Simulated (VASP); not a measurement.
A cell of ZrS$_{2}$ (1T layered) near equilibrium:

```
ZrS2
1.0
    1.84526    -3.19609     0.00000
    1.84526     3.19609     0.00000
    0.00000     0.00000     6.04162
Zr S
1 2
Direct
  0.00000   0.00000   0.00000
  0.33333   0.66667   0.23785
  0.66667   0.33333   0.76215
```

All values below come from r2SCAN meta-GGA, VASP's PBE PAW potentials (set 64) (plane waves; VASP 6.6.1).

| run | ΔE (meV/atom) | σxx | σyy | σzz | largest shear component, with its sign (GPa) | largest force (eV/Å) | gap (eV) |
|---|---|---|---|---|---|---|---|
| as it is | 0.0 | 0.05 | 0.05 | 0.05 | 0.00 | 0.015 | 1.38 |
| after one change | 4.7 | 0.78 | -0.50 | 0.16 | 2.10 | 0.307 | 1.32 |
Stress is in GPa, positive when the cell is compressed; gaps are those on the k-mesh, and 0.00 means metallic.

**Question.** Name the change that produced these shifts.
(A) shear strain γ_yz = -3.0 %
(B) shear strain γ_yz = -0.5 %
(C) isotropic strain of +1.0 %
(D) biaxial strain of -1.0 % in the xz plane

**Answer.** A, shear strain γ_yz = -3.0 %

The compound is ZrS2 in the 1T layered structure.
